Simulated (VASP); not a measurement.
Calculation: PBE GGA, VASP's PBE PAW potentials (set 64) (plane waves; VASP 6.6.1).

VASP input:

File KPOINTS:
```
k-points along high-symmetry lines
15
Line-mode
Reciprocal
  0.000000   0.000000   0.000000 ! GAMMA
  0.000000   0.500000   0.000000 ! X

  0.000000   0.500000   0.000000 ! X
  0.500000   0.500000   0.000000 ! M

  0.500000   0.500000   0.000000 ! M
  0.000000   0.000000   0.000000 ! GAMMA

  0.000000   0.000000   0.000000 ! GAMMA
  0.500000   0.500000   0.500000 ! R

  0.500000   0.500000   0.500000 ! R
  0.000000   0.500000   0.000000 ! X

  0.500000   0.500000   0.500000 ! R
  0.500000   0.500000   0.000000 ! M
```

### INCAR
```
SYSTEM = Cd3ZnTe4
PREC = Accurate
ENCUT = 400
EDIFF = 1E-6
NELM = 100
ALGO = Normal
LREAL = .FALSE.
LASPH = .TRUE.
ISMEAR = 0
SIGMA = 0.05
GGA = PE
LMAXMIX = 4
LWAVE = .FALSE.
LCHARG = .FALSE.
ICHARG = 11
```

**POSCAR**
```
Cd3ZnTe4
6.4992090
  0.9999999505   0.0000000000   0.0000000000
  0.0000000000   0.9999999505   0.0000000000
  0.0000000000   0.0000000000   0.9999999505
Zn Te Cd
1 4 3
Direct
  1.0000000000   0.0000000000   0.0000000000
  0.2394346951   0.2394346951   0.2394346951
  0.7605653049   0.7605653049   0.2394346951
  0.7605653049   0.2394346951   0.7605653049
  0.2394346951   0.7605653049   0.7605653049
  0.5000000000   0.5000000000   0.0000000000
  0.5000000000   1.0000000000   0.5000000000
  1.0000000000   0.5000000000   0.5000000000
```

POTCAR, in this order: Zn Te Cd (PBE.64 set). Program: vasp_std. Read from the step before: CHGCAR.

The resulting files:

**OUTCAR**
```
 ion  position               nearest neighbor table
   1  0.000  0.000  0.000-   2 2.70   3 2.70   4 2.70   5 2.70
   2  0.239  0.239  0.239-   1 2.70   6 2.86   7 2.86   8 2.86
   3  0.761  0.761  0.239-   1 2.70   6 2.86   7 2.86   8 2.86
   4  0.761  0.239  0.761-   1 2.70   6 2.86   7 2.86   8 2.86
   5  0.239  0.761  0.761-   1 2.70   6 2.86   7 2.86   8 2.86
   6  0.500  0.500  0.000-   2 2.86   3 2.86   4 2.86   5 2.86
   7  0.500  0.000  0.500-   2 2.86   3 2.86   4 2.86   5 2.86
   8  0.000  0.500  0.500-   2 2.86   3 2.86   4 2.86   5 2.86
  LATTYP: Found a simple cubic cell.
 ALAT       =     6.4992086784
 Subroutine PRICEL returns:
 Original cell was already a primitive cell.
 Subroutine GETGRP returns: Found 24 space group operations
The static configuration has the point symmetry T_d .
The dynamic configuration has the point symmetry T_d .
 Subroutine INISYM returns: Found 24 space group operations
   k-points           NKPTS =     90   k-points in BZ     NKDIM =     90   number of bands    NBANDS=     43
   number of dos      NEDOS =    301   number of ions     NIONS =      8
   total plane-waves  NPLWV =  74088
   dimension x,y,z NGX =    42 NGY =   42 NGZ =   42
   dimension x,y,z NGXF=    84 NGYF=   84 NGZF=   84
   ions per type =               1   4   3
   PREC   = accura    normal or accurate (medium, high low for compatibility)
   ISTART =      0    job   : 0-new  1-cont  2-samecut
   ICHARG =     11    charge: 1-file 2-atom 10-const
   ISPIN  =      1    spin polarized calculation?
   LNONCOLLINEAR =      F non collinear calculations
   LSORBIT =      F    spin-orbit coupling
   INIWAV =      1    electr: 0-lowe 1-rand  2-diag
   ENCUT  =  400.0 eV  29.40 Ry    5.42 a.u.  10.60 10.60 10.60*2*pi/ulx,y,z
   NELM   =    100;   NELMIN=  2; NELMDL= -5     # of ELM steps
   EDIFF  = 0.1E-05   stopping-criterion for ELM
   LREAL  =      F    real-space projection
   NLSPLINE    = F    spline interpolate recip. space projectors
   LMAXMIX     =    4 max onsite mixed and CHGCAR
   VOSKOWN=      0    Vosko Wilk Nusair interpolation
   EDIFFG = 0.1E-04   stopping-criterion for IOM
   NSW    =      0    number of steps for IOM
   NBLOCK =      1;   KBLOCK =      1    inner block; outer block
   IBRION =     -1    ionic relax: 0-MD 1-quasi-New 2-CG
   NFREE  =      0    steps in history (QN), initial steepest desc. (CG)
   ISIF   =      2    stress and relaxation
   ISYM   =      2    0-nonsym 1-usesym 2-fastsym
   TEIN   =    0.0    initial temperature
   TEBEG  =    0.0;   TEEND  =   0.0 temperature during run
   SMASS  =  -3.00    Nose mass-parameter (am)
   PSTRESS=    0.0 pullay stress
   NELECT =      72.0000    total number of electrons
   EFERMI =   0.00;   METHOD = LEGACY
   ISMEAR =     0;   SIGMA  =   0.05  broadening in eV -4-tet -1-fermi 0-gaus
   IALGO  =     38    algorithm
   LDIAG  =      T    sub-space diagonalisation (order eigenvalues)
   IMIX   =      4    mixing-type and parameters
     AMIX     =   0.40;   BMIX     =  1.00
     AMIX_MAG =   1.60;   BMIX_MAG =  1.00
     AMIN     =   0.10
   GGA     = PE    functional components
   VOSKOWN =     0    Vosko Wilk Nusair interpolation
   LHFCALC =     F    Hartree Fock is set to
   LHFONE  =     F    Hartree Fock one center treatment
   AEXX    =    0.0000 exact exchange contribution
   IVDW    =     0    specifies the selected vdW correction
   LEPSILON=     F    determine dielectric tensor
   LRPA    =     F    only Hartree local field effects (RPA)
  energy-cutoff  :      400.00
  volume of cell :      274.52
      direct lattice vectors                 reciprocal lattice vectors
     6.499208678  0.000000000  0.000000000     0.153864886  0.000000000  0.000000000
     0.000000000  6.499208678  0.000000000     0.000000000  0.153864886  0.000000000
     0.000000000  0.000000000  6.499208678     0.000000000  0.000000000  0.153864886
 k-point     1 :   0.0000 0.0000 0.0000  plane waves:    4945
 k-point     2 :   0.0000 0.0357 0.0000  plane waves:    4953
 k-point     3 :   0.0000 0.0714 0.0000  plane waves:    4965
 k-point     4 :   0.0000 0.1071 0.0000  plane waves:    4985
...
```

File OSZICAR:
```
       N       E                     dE             d eps       ncg     rms          rms(c)
DAV:   1     0.435787467725E+03    0.43579E+03   -0.28011E+04  7740   0.125E+03
DAV:   2     0.121037710426E+02   -0.42368E+03   -0.41450E+03  8571   0.325E+02
DAV:   3    -0.179647483171E+02   -0.30069E+02   -0.29770E+02  8983   0.910E+01
DAV:   4    -0.185586030393E+02   -0.59385E+00   -0.59316E+00  9229   0.119E+01
DAV:   5    -0.185681623920E+02   -0.95594E-02   -0.95582E-02  9060   0.149E+00
DAV:   6    -0.185684341829E+02   -0.27179E-03   -0.27179E-03  9281   0.238E-01
DAV:   7    -0.185684445131E+02   -0.10330E-04   -0.10330E-04  9509   0.417E-02
DAV:   8    -0.185684448429E+02   -0.32977E-06   -0.32977E-06  6473   0.660E-03
   1 F= -.18568445E+02 E0= -.18568445E+02  d E =-.218847E-13
```

**OUTCAR**
```
 val. band max:        2.0767728560   @ k =   0.0000   0.0000   0.0000

 cond. band min:       2.7492164660   @ k =   0.0000   0.0000   0.0000



 k-point     1 :       0.0000    0.0000    0.0000
  band No.  band energies     occupation
      1      -8.9461      2.00000
      2      -8.3382      2.00000
      3      -8.3382      2.00000
      4      -8.3382      2.00000
      5      -6.0227      2.00000
      6      -6.0227      2.00000
      7      -6.0227      2.00000
      8      -5.9233      2.00000
      9      -5.9108      2.00000
     10      -5.9108      2.00000
     11      -5.9108      2.00000
     12      -5.8925      2.00000
     13      -5.8925      2.00000
     14      -5.8326      2.00000
     15      -5.8326      2.00000
     16      -5.8031      2.00000
     17      -5.5782      2.00000
     18      -5.5782      2.00000
     19      -5.5782      2.00000
     20      -4.4153      2.00000
     21      -4.4153      2.00000
     22      -4.3976      2.00000
     23      -4.3976      2.00000
     24      -4.3976      2.00000
     25      -2.4841      2.00000
     26      -1.9782      2.00000
     27      -1.9782      2.00000
     28       0.2607      2.00000
     29       0.2607      2.00000
     30       0.2607      2.00000
     31       0.3802      2.00000
     32       0.3802      2.00000
     33       0.3802      2.00000
     34       2.0768      2.00000
     35       2.0768      2.00000
     36       2.0768      2.00000
     37       2.7492      0.00000
     38       4.5397      0.00000
     39       4.5397      0.00000
     40       4.7709      0.00000
     41       4.7709      0.00000
     42       4.7709      0.00000
     43       4.9067      0.00000

 k-point     2 :       0.0000    0.0357    0.0000
  band No.  band energies     occupation
      1      -8.9444      2.00000
      2      -8.3400      2.00000
      3      -8.3382      2.00000
      4      -8.3382      2.00000
      5      -6.0225      2.00000
      6      -6.0225      2.00000
...
```

The density is held fixed in this step, so its total energy and stress have no physical meaning. Unless said otherwise, spin-orbit coupling is left out, though it shifts the bands of the heavy elements here.

The structure was generated: Cd3ZnTe4 was put into an ordered model structure (P-43m), which need not be its known phase. It was relaxed first, which changed the volume by +5 %.
